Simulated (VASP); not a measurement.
Here is the system:

```xyz
8
Lattice="0.0012 6.0989 6.0926 6.0989 0.0012 6.0926 3.0500 3.0500 0.0000" Properties=species:S:1:pos:R:3 pbc="T T T"
Hg     6.1001     6.1001    12.1834
Se     1.5250     1.5250     1.5409
Se     4.5650     1.5350     4.5594
Se     1.5350     4.5650     4.5594
Se     4.5750     4.5750     7.6156
Cd     6.1043     9.1458     9.1391
Cd     9.1458     6.1043     9.1391
Cd     6.1001     6.1001     6.0963
```

All values below come from PBEsol GGA, VASP's PBE PAW potentials (set 64) (plane waves; VASP). Numerical set-up: 400 eV cut-off, 5×5×10 Γ-centred mesh, tetrahedra with Blöchl corrections, potentials Hg Se Cd.

The cores are frozen, which limits the accuracy of field gradients.

### Question
Give the principal components of the electric field gradient (V/Å²) and the asymmetry η at each nucleus.

### Answer

```
atom    Vxx    Vyy    Vzz     η
----  -----  -----  -----  ----
Hg1     3.5    0.9   -4.4  0.59
Se2    48.2    0.9  -49.1  0.96
Se3   -23.8  -23.8   47.6  0.00
Se4   -23.8  -23.8   47.6  0.00
Se5    -0.5   -0.4    0.9  0.15
Cd6    -2.1   -1.3    3.4  0.22
Cd7    -2.1   -1.3    3.4  0.22
Cd8    -1.8   -0.4    2.3  0.61
```

The structure was generated: Cd3HgSe4 was put into an ordered model structure (Amm2), which need not be its known phase. It was relaxed first.
